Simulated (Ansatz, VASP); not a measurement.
## GaBi2BPt2 in two plane-wave programs

Wanted: the spread between two codes on one cell, functional and k mesh. The cell is invented: As first built, before any earlier steps moved the atoms: it takes the Bi2Pt structure with some of its atoms replaced by other elements, volume scaled by an estimate. It may not be a known or stable phase. The cell comes out of the VASP series on this material, whose earlier steps may have relaxed, scaled or displaced it; both programs get it as it stands.

Method: plane waves, with VASP 6.6.1 beside it; single point at PBEsol, in Ansatz 0.2.0.

## (1) Starting point

Symmetry: P3m1, No. 156, trigonal system. Conventional cell: a = 3.627 Å, b = 3.627 Å, c = 10.320 Å, α = 90.00°, β = 90.00°, γ = 120.00°. Nearest to Bi lie 3 Pt at 2.92 Å and 3 Ga at 3.12 Å and 3 B at 3.16 Å. Nearest to Bi lie 3 Pt at 2.86 Å. Nearest to Pt lie 3 Ga at 2.48 Å and 3 Bi at 2.86 Å. Nearest to Pt lie 3 B at 2.12 Å and 3 Bi at 2.92 Å. Nearest to Ga lie 3 Pt at 2.48 Å and 3 Bi at 3.12 Å. B has 3 Pt at 2.12 Å nearest. As first built, before any earlier steps moved the atoms: sites of the Bi2Pt structure (space group 164) filled with other elements, volume scaled by an estimate. Farther neighbours are not listed.

## (2) Ansatz: single point, PBEsol

Ansatz runs on its default PAW (the set named soft_2) files.

A single point gives forces, pressure and levels at one fixed geometry, so differences don't come from the geometry; what else differs is listed under the comparison.

Contents of input.yaml:

```yaml
crystal:
  lattice:
    - [7.2535368196, 0.0, 0.0]
    - [-3.6267684098, 6.2817475688, 0.0]
    - [0.0, 0.0, 10.3199197986]
  atoms:
    - { symbol: Bi, position: [0.333333335, 0.166666665, 0.865253835] }
    - { symbol: Bi, position: [0.333333335, 0.666666665, 0.865253835] }
    - { symbol: Bi, position: [0.833333335, 0.166666665, 0.865253835] }
    - { symbol: Bi, position: [0.833333335, 0.666666665, 0.865253835] }
    - { symbol: Bi, position: [0.333333335, 0.166666665, 0.3243224723] }
    - { symbol: Bi, position: [0.333333335, 0.666666665, 0.3243224723] }
    - { symbol: Bi, position: [0.833333335, 0.166666665, 0.3243224723] }
    - { symbol: Bi, position: [0.833333335, 0.666666665, 0.3243224723] }
    - { symbol: Pt, position: [0.0, 0.0, 0.5125513697] }
    - { symbol: Pt, position: [0.0, 0.5, 0.5125513697] }
    - { symbol: Pt, position: [0.5, 0.0, 0.5125513697] }
    - { symbol: Pt, position: [0.5, 0.5, 0.5125513697] }
    - { symbol: Pt, position: [0.0, 0.0, 0.062154884] }
    - { symbol: Pt, position: [0.0, 0.5, 0.062154884] }
    - { symbol: Pt, position: [0.5, 0.0, 0.062154884] }
    - { symbol: Pt, position: [0.5, 0.5, 0.062154884] }
    - { symbol: Ga, position: [0.166666665, 0.333333335, 0.6406137466] }
    - { symbol: Ga, position: [0.166666665, 0.833333335, 0.6406137466] }
    - { symbol: Ga, position: [0.666666665, 0.333333335, 0.6406137466] }
    - { symbol: Ga, position: [0.666666665, 0.833333335, 0.6406137466] }
    - { symbol: B, position: [0.166666665, 0.333333335, 0.0951036925] }
    - { symbol: B, position: [0.166666665, 0.833333335, 0.0951036925] }
    - { symbol: B, position: [0.666666665, 0.333333335, 0.0951036925] }
    - { symbol: B, position: [0.666666665, 0.833333335, 0.0951036925] }
hamiltonian:
  xc: pbesol
  pseudopotentials: { kind: paw }
kpoints:
  mp_grid: { grid: [6, 6, 4] }
scf:
  occupations: { method: methfessel_paxton, width: 0.2 }
  n_extra_bands: 10
output:
  forces: true
  stress: true
  eigenvalues: true
```

Launch:

```bash
$ ansatz run input.yaml --threads 4 --pin off --max-ram 18432MiB --backend cpu --events-out ev --progress --plain --runs-dir out
```

Numbers of over 12 decimals in the logs are rounded to 6 here.

What it wrote:

```text
scf.n_extra_bands = 10 over 164 filled bands (N_el = 328.0): the run solves 174 bands
Engine: ansatz 0.2.0, aarch64-unknown-linux-gnu
Pseudopotentials: kind: paw
Pseudopotential: Bi, paw, valence charge 15, recommended cutoff 420 eV (normal), Bi.paw.azcp
Pseudopotential: Pt, paw, valence charge 18, recommended cutoff 420 eV (normal), Pt.paw.azcp
Pseudopotential: Ga, paw, valence charge 13, recommended cutoff 420 eV (normal), Ga.paw.azcp
Pseudopotential: B, paw, valence charge 3, recommended cutoff 420 eV (normal), B.paw.azcp
Functional definition: PBEsol
  exchange = pbesol_x
  correlation = pbesol_c
Crystal: 24 atoms, lattice volume = 470.226 Å³
Basis set: ecut = 420 eV, 9131 PW (Γ), exchange–correlation on 100×100×144 points (8 copies of the dense FFT grid, shifted against one another)
Bands: 174, of which v1, the nominal top of the filled ones, is band 164 counted from 1 (163 counted from 0)
Symmetry: 24 space group operations
Space group: P3m1 (ITA 156), of the structure as read, at distance tolerance 7.8e-5 Å
k-points: 24 of 144 (time reversal used)
Non-local potential: Bi, projectors of the file, l = 0: 2, l = 1: 2, l = 2: 2, l = 3: 2
Non-local potential: Pt, projectors of the file, l = 0: 3, l = 1: 2, l = 2: 2, l = 3: 1
Non-local potential: Ga, projectors of the file, l = 0: 2, l = 1: 2, l = 2: 3, l = 3: 1
Non-local potential: B, projectors of the file, l = 0: 2, l = 1: 2, l = 2: 1
PAW form: soft (Blöchl's): semilocal exchange-correlation on the pseudo side does not see the compensation charge
PAW frozen core: Bi, regenerated for the run's functional, and the local potential with it (the file was generated under x = pbe(κ = 0.804, μ = 0.219515), c = pbe(β = 0.066725))
PAW frozen core: Pt, regenerated for the run's functional, and the local potential with it (the file was generated under x = pbe(κ = 0.804, μ = 0.219515), c = pbe(β = 0.066725))
PAW frozen core: Ga, regenerated for the run's functional, and the local potential with it (the file was generated under x = pbe(κ = 0.804, μ = 0.219515), c = pbe(β = 0.066725))
PAW frozen core: B, regenerated for the run's functional, and the local potential with it (the file was generated under x = pbe(κ = 0.804, μ = 0.219515), c = pbe(β = 0.066725))
PAW one-centre angular grid: Bi, 590 points (default); XC on 64 Gauss nodes
PAW one-centre angular grid: Pt, 590 points (default); XC on 64 Gauss nodes
PAW one-centre angular grid: Ga, 590 points (default); XC on 64 Gauss nodes
PAW one-centre angular grid: B, 110 points (default); XC on 64 Gauss nodes
Initial density: superposition of atomic densities (neutral atoms: chi_scale 0, normalization atom), corrected by the library's trained network
Initial wavefunctions: pseudopotential atomic-orbital guess
Functional: x = pbesol(κ = 0.804, μ = 0.123457), c = pbesol(β = 0.046)
SCF iter   1: F=—  HF=-212589.735935 eV  |F-HF|=—  |Δ(HF+E_count)|=         —  Δρ=6.86e-3  dr2=1.24e0  ethr=1.77e-3  ⟨swp⟩=5.0  Hψ=14890  notcnv=0
preconditioner: auto → Kerker (q_TF=auto, 2.569 Å⁻¹)  [metal: Δε(μ)=0.041 eV  Ē_g=12.713 eV  σ=0.200 eV  W_gap=0.17  n_scr=122 (ndim 8)  ℏωp=27.8 eV  f_vac=0.000  D(μ)=12.58/eV (n_scr^D=96)]
SCF iter   2: F=—  HF=-212589.658108 eV  |F-HF|=—  |Δ(HF+E_count)|=   7.78e-2  S|Δr|=    0.00e0  Δρ=2.90e-3  dr2=2.82e-1  ethr=3.78e-4  ⟨swp⟩=1.0  Hψ=5256  notcnv=0
SCF iter   3: F=—  HF=-212589.636971 eV  |F-HF|=—  |Δ(HF+E_count)|=   2.11e-2  S|Δr|=    0.00e0  Δρ=1.42e-3  dr2=9.70e-2  ethr=8.60e-5  ⟨swp⟩=1.2  Hψ=4163  notcnv=0
SCF iter   4: F=—  HF=-212589.627674 eV  |F-HF|=—  |Δ(HF+E_count)|=   9.30e-3  S|Δr|=    0.00e0  Δρ=5.98e-4  dr2=3.27e-3  ethr=2.96e-5  ⟨swp⟩=2.0  Hψ=4548  notcnv=0  defer=1
SCF iter   5: F=—  HF=-212589.627256 eV  |F-HF|=—  |Δ(HF+E_count)|=   4.18e-4  S|Δr|=    0.00e0  Δρ=3.30e-4  dr2=1.06e-3  ethr=9.97e-7  ⟨swp⟩=2.0  Hψ=6082  notcnv=0  defer=1
SCF iter   6: F=—  HF=-212589.627104 eV  |F-HF|=—  |Δ(HF+E_count)|=   1.51e-4  S|Δr|=    0.00e0  Δρ=1.01e-4  dr2=1.06e-4  ethr=3.22e-7  ⟨swp⟩=2.0  Hψ=6371  notcnv=0  defer=1
SCF iter   7: F=—  HF=-212589.627072 eV  |F-HF|=—  |Δ(HF+E_count)|=   3.21e-5  S|Δr|=    0.00e0  Δρ=4.33e-5  dr2=1.30e-5  ethr=3.22e-8  ⟨swp⟩=2.0  Hψ=6375  notcnv=0  defer=1
SCF iter   8: F=—  HF=-212589.627096 eV  |F-HF|=—  |Δ(HF+E_count)|=   2.32e-5  S|Δr|=    0.00e0  Δρ=1.51e-5  dr2=1.89e-6  ethr=3.97e-9  ⟨swp⟩=2.0  Hψ=6381  notcnv=0  defer=1
SCF iter   9: F=—  HF=-212589.627095 eV  |F-HF|=—  |Δ(HF+E_count)|=   1.83e-7  S|Δr|=    0.00e0  Δρ=5.01e-6  dr2=1.64e-7  ethr=5.76e-10  ⟨swp⟩=2.0  Hψ=6375  notcnv=0  defer=1
SCF iter  10: F=-212589.627095 eV  HF=-212589.627095 eV  |F-HF|=3.78e-8  |Δ(HF+E_count)|=   1.98e-8  S|Δr|=    0.00e0  Δρ=1.81e-6  dr2=4.40e-8  ethr=3.05e-11  ⟨swp⟩=6.8  Hψ=17130  notcnv=0
SCF 1 converged in 10 iterations: F = -212589.627095 eV  dr2 = 4.40e-8
  greatest PAW one-centre occupation: 1.000 electrons in one spin orbital (limit 2), on the Pt atom at site 15 (counted from 0), in its partial waves of l = 0
SCF converged after 10 iterations
Stability not checked: this state was not tested for a lower state beside it, because cold or Methfessel-Paxton smearing, or corrected tetrahedra, fill the levels in a way that the test cannot read (fill_not_monotonic; see scf.lower_state_search)
Free energy (F): -212589.627095 eV
Harris-Foulkes:  -212589.627095 eV  (|F-HF|=3.78e-8)
Internal energy: -212589.605767 eV  (E = F + TS)
E sigma→0 (E₀):  -212589.621763 eV
Entropy (-TS):   -0.021329 eV (-0.889 meV/atom)
Fermi energy:    14.230178 eV
--- Per-component energies (eV) ---
  E_band       = -2551.704976
  E_kinetic    = 8176.212800
  E_local      = -35897.250524  (includes V_loc(G=0)·N_el)
  E_nonlocal   = 7871.513303
  E_hartree    = 13772.659857
  E_xc         = -3692.351844
  E_vxc        = -3963.720924  (∫ρ·V_xc dr)
  E_paw        = -166704.476773  (= ΣΔE_a)
  E_vpaw       = -6283.792960  (= ΣTr[D̂ρ^β])
  E_aug_tail   = -0.002618  (compensation charges beyond the density's cutoff)
  E_ewald      = -36122.434590
  E_core_change = 6.524622  (= ΣΔE_core)
  E_smearing   = -0.021329  (= −TS)
  E_closure    = -0.000000  (closes the sum)
  Σ components = -212589.627095   (vs F -212589.627095, Δ=0.00e0)
--- Forces (eV/Å), atoms counted from 1 ---
  atom   1  Bi    -0.00000000    -0.00000000     0.10959273
  atom   2  Bi    -0.00000000    -0.00000000     0.10959273
  atom   3  Bi    -0.00000000    -0.00000000     0.10959273
  atom   4  Bi    -0.00000000    -0.00000000     0.10959273
  atom   5  Bi    -0.00000000    -0.00000000    -0.14898486
  atom   6  Bi    -0.00000000    -0.00000000    -0.14898486
  atom   7  Bi    -0.00000000    -0.00000000    -0.14898486
  atom   8  Bi    -0.00000000    -0.00000000    -0.14898486
  atom   9  Pt     0.00000000     0.00000000    -0.00171656
  atom  10  Pt     0.00000000     0.00000000    -0.00171656
  atom  11  Pt     0.00000000     0.00000000    -0.00171656
  atom  12  Pt     0.00000000     0.00000000    -0.00171656
  atom  13  Pt    -0.00000000    -0.00000000     0.04960682
  atom  14  Pt    -0.00000000    -0.00000000     0.04960682
  atom  15  Pt    -0.00000000    -0.00000000     0.04960682
  atom  16  Pt    -0.00000000    -0.00000000     0.04960682
  atom  17  Ga    -0.00000000    -0.00000000    -0.05476707
  atom  18  Ga    -0.00000000    -0.00000000    -0.05476707
  atom  19  Ga    -0.00000000    -0.00000000    -0.05476707
  atom  20  Ga    -0.00000000    -0.00000000    -0.05476707
  atom  21  B     -0.00000000    -0.00000000     0.04630587
  atom  22  B     -0.00000000    -0.00000000     0.04630587
  atom  23  B     -0.00000000    -0.00000000     0.04630587
  atom  24  B     -0.00000000    -0.00000000     0.04630587
  max |Σ_I F_I| component: 1.48e-4 eV/Å
--- Stress (GPa, compression-positive) ---
       -0.018293       0.000000      -0.000000
        0.000000      -0.018293      -0.000000
       -0.000000      -0.000000      -0.488749
  P = ⅓ Tr σ = -0.1751 GPa (-1.751 kbar)
--- Band table (eV; the first three rows and the last of 24) ---
  k-point 0: bands = [... 160 lower, 13.3424, 13.7501, 13.7501, 13.7501, 15.0542, 15.0542, 15.0542, 15.3229, ... 6 higher]
  k-point 1: bands = [... 160 lower, 13.2464, 13.8520, 13.8520, 13.8520, 14.3730, 15.2795, 15.2795, 15.2795, ... 6 higher]
  k-point 2: bands = [... 160 lower, 13.0255, 13.6649, 13.9773, 13.9773, 13.9773, 15.2233, 15.2233, 15.2233, ... 6 higher]
  k-point 23: bands = [... 160 lower, 13.8742, 13.8742, 14.0466, 14.0881, 14.4507, 14.4507, 14.4507, 14.7586, ... 6 higher]
```

Elapsed: 75 s, on 4 threads of Arm Neoverse V1, shared host; peak memory 2.8 GiB; 4.8 min of CPU time.

Reading the cycles: dr2 is the Hartree energy of the density residual (eV), the measure of convergence; HF is the Harris–Foulkes estimate of the energy, which meets the free energy F at convergence.

The run ends at a pressure of -0.18 GPa, with forces up to 0.15 eV/Å.

(Part 1 of 2 ends here.)

[Lines on the potential files, build, host, timing and source positions are cut from VASP's logs without a mark.]

[Logs are printed without paths, hosts, clocks, repeated set-up lines and the standing remarks that a program may print on its own settings, such as how far it seeks lower states.]

[Hosts, paths, dates, database ids (printed as entryN), source tags and the programs' standing remarks are cut or masked in the printed files.]
